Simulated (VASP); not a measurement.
These are AM05 GGA, VASP's PBE PAW potentials (set 64) (plane waves; VASP 6.6.1) values and carry that method's errors.

VASP ran on this input.

### KPOINTS
```
k-points along high-symmetry lines
15
Line-mode
Reciprocal
  0.000000   0.000000   0.000000 ! GAMMA
 -0.500000  -0.500000   0.000000 ! X

 -0.500000  -0.500000   0.000000 ! X
 -0.375000  -0.375000   0.250000 ! U

 -0.375000  -0.000000   0.375000 ! K
  0.000000   0.000000   0.000000 ! GAMMA

  0.000000   0.000000   0.000000 ! GAMMA
  0.000000   0.000000   0.500000 ! L

  0.000000   0.000000   0.500000 ! L
 -0.500000  -0.250000   0.250000 ! W

 -0.500000  -0.250000   0.250000 ! W
 -0.500000  -0.500000   0.000000 ! X
```

File POSCAR:
```
CdS
1
    0.0000000000     2.9279835711     2.9279835711
    2.9279835711    -0.0000000000     2.9279835711
    2.9279835711     2.9279835711    -0.0000000000
Cd S
1 1
Direct
  0.0000000000   0.0000000000   0.0000000000
  0.2500000000   0.2500000000   0.2500000000
```

### INCAR
```
ALGO  =  Normal
EDIFF  =  1E-7
ENCUT  =  520
GGA  =  AM
ICHARG  =  11
ISMEAR  =  0
LASPH  =  .TRUE.
LCHARG  =  .FALSE.
LMAXMIX  =  4
LORBIT  =  11
LREAL  =  .FALSE.
LWAVE  =  .FALSE.
NELM  =  100
PREC  =  Accurate
SIGMA  =  0.05
SYSTEM  =  CdS
```

POTCAR, in this order: Cd S (PBE.64 set). Program: vasp_std. Read from the step before: CHGCAR.

Output

### OSZICAR
```
       N       E                     dE             d eps       ncg     rms          rms(c)
DAV:   1     0.111995592972E+03    0.11200E+03   -0.93637E+03  2364   0.127E+03
DAV:   2    -0.804866882643E+00   -0.11280E+03   -0.10811E+03  2695   0.301E+02
DAV:   3    -0.554349617085E+01   -0.47386E+01   -0.47112E+01  2815   0.637E+01
DAV:   4    -0.557615935873E+01   -0.32663E-01   -0.32656E-01  2680   0.525E+00
DAV:   5    -0.557662469545E+01   -0.46534E-03   -0.46533E-03  2800   0.598E-01
DAV:   6    -0.557663459759E+01   -0.99021E-05   -0.99021E-05  2695   0.812E-02
DAV:   7    -0.557663486096E+01   -0.26337E-06   -0.26336E-06  2815   0.120E-02
DAV:   8    -0.557663486837E+01   -0.74131E-08   -0.74270E-08  2212   0.193E-03
   1 F= -.55766349E+01 E0= -.55766349E+01  d E =-.152567E-10
```

File OUTCAR:
```
 val. band max:        1.1838214628   @ k =   0.0000   0.0000   0.0000

 cond. band min:       2.2919180567   @ k =   0.0000   0.0000   0.0000



 k-point     1 :       0.0000    0.0000    0.0000
  band No.  band energies     occupation
      1     -11.0892      2.00000
      2      -6.5204      2.00000
      3      -6.5204      2.00000
      4      -6.5204      2.00000
      5      -6.0521      2.00000
      6      -6.0521      2.00000
      7       1.1838      2.00000
      8       1.1838      2.00000
      9       1.1838      2.00000
     10       2.2919      0.00000
     11       7.6730      0.00000
     12       7.6730      0.00000
     13       7.6730      0.00000

 k-point     2 :      -0.0357   -0.0357    0.0000
  band No.  band energies     occupation
      1     -11.0822      2.00000
      2      -6.5170      2.00000
      3      -6.5168      2.00000
      4      -6.5168      2.00000
      5      -6.0535      2.00000
      6      -6.0510      2.00000
      7       1.0320      2.00000
      8       1.1550      2.00000
      9       1.1550      2.00000
     10       2.4543      0.00000
     11       7.6047      0.00000
     12       7.7121      0.00000
     13       7.7121      0.00000

 k-point     3 :      -0.0714   -0.0714    0.0000
  band No.  band energies     occupation
      1     -11.0616      2.00000
      2      -6.5066      2.00000
      3      -6.5060      2.00000
      4      -6.5060      2.00000
      5      -6.0577      2.00000
      6      -6.0479      2.00000
      7       0.7105      2.00000
      8       1.0713      2.00000
      9       1.0713      2.00000
     10       2.8056      0.00000
     11       7.4177      0.00000
     12       7.8269      0.00000
     13       7.8269      0.00000

 k-point     4 :      -0.1071   -0.1071    0.0000
  band No.  band energies     occupation
      1     -11.0283      2.00000
      2      -6.4887      2.00000
      3      -6.4885      2.00000
      4      -6.4885      2.00000
...
```

The density is held fixed in this step, so its total energy and stress have no physical meaning.

The compound is CdS in the zinc blende structure, a metastable form; wurtzite is the usual one. It was relaxed first.
